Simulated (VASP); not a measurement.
Calculation: PBEsol GGA, VASP's PBE PAW potentials (set 64) (plane waves; VASP).

A VASP calculation is set up with these files.

INCAR:
```
ENCUT=400   # plane-wave cut-off (eV)
LMAXMIX=6
LCHARG=F
ICHARG=11   # fixed density
SIGMA=0.05
PREC=Accurate
LREAL=F   # projection in real space or not
NELM=100   # most electronic steps
SYSTEM=MoPt2
LORBIT=11
GGA=PS   # PBEsol
LWAVE=F
LASPH=T
ALGO=Normal   # blocked Davidson
EDIFF=1E-7   # SCF stop (eV)
ISMEAR=0   # Gaussian
```

POSCAR:
```
MoPt2
1
   -1.3757915992     1.9595746344     4.1315272448
    1.3757915992    -1.9595746344     4.1315272448
    1.3757915992     1.9595746344    -4.1315272448
Mo Pt
1 2
Direct
  0.0000000000   0.0000000000   0.0000000000
  0.6633215759   0.6633215759   0.0000000000
  0.3366784241   0.3366784241   0.0000000000
```

**KPOINTS**
```
k-points along high-symmetry lines
8
Line-mode
Reciprocal
  0.000000   0.000000   0.000000 ! GAMMA
  0.500000   0.500000  -0.500000 ! X

  0.500000   0.500000  -0.500000 ! X
  0.277778   0.722222  -0.277778 ! F_2

 -0.277778   0.277778   0.277778 ! SIGMA_0
  0.000000   0.000000   0.000000 ! GAMMA

  0.000000   0.000000   0.000000 ! GAMMA
  0.306336  -0.306336   0.306336 ! Y_0

  0.693664   0.306336  -0.306336 ! U_0
  0.500000   0.500000  -0.500000 ! X

  0.000000   0.000000   0.000000 ! GAMMA
  0.000000   0.500000   0.000000 ! R

  0.000000   0.500000   0.000000 ! R
  0.250000   0.250000   0.250000 ! W

  0.250000   0.250000   0.250000 ! W
  0.500000   0.000000   0.000000 ! S

  0.500000   0.000000   0.000000 ! S
  0.000000   0.000000   0.000000 ! GAMMA

  0.000000   0.000000   0.000000 ! GAMMA
  0.000000   0.000000   0.500000 ! T

  0.000000   0.000000   0.500000 ! T
  0.250000   0.250000   0.250000 ! W
```

POTCAR, in this order: Mo_sv Pt (PBE.64 set). Program: vasp_std. Read from the step before: CHGCAR.

Task: What will the output report for the number of irreducible k-points (NKPTS), number of bands (NBANDS), largest plane-wave count, number of space-group operations, FFT grid (NGX, NGY, NGZ)?

Result: 
```yaml
number of irreducible k-points (NKPTS): 88
number of bands (NBANDS): 21
largest_plane_wave_count: 828
number_of_space_group_operations: 8
FFT grid (NGX, NGY, NGZ): 32 × 32 × 32
```

The compound is MoPt2 in the sg71 structure. It was relaxed first.
